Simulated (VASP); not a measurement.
Data:

```
ZrGe2
1.0
   -2.74053     2.74053     3.87750
    2.74053    -2.74053     3.87750
    2.74053     2.74053    -3.87750
Ge Zr
4 2
Cartesian
  3.74776   1.00722   0.00000
  1.00722   1.73331   0.00000
  1.73331   1.00722   3.87750
 -1.00722   1.73331   3.87750
  0.00000   0.00000   5.81625
  0.00000   0.00000   1.93875
```

All values below come from PBEsol GGA, VASP's PBE PAW potentials (set 64) (plane waves; VASP). Numerical set-up: 400 eV cut-off, 9×9×9 Γ-centred mesh, tetrahedra with Blöchl corrections, potentials Ge_d Zr_sv.

Q: What does the run give for the energy per atom (σ→0), band gap (on the k-mesh) with the smallest direct gap where there is one?

A: 
The band gap (on the k-mesh) is none (metal, semimetal or under 0.01 eV) and the energy per atom (σ→0) comes out as -6.736 eV/atom.

The structure was generated: ZrGe2 was put into the Al2Cu type (I4/mcm), which need not be its known phase. It was relaxed first, which changed the volume by -32 %.
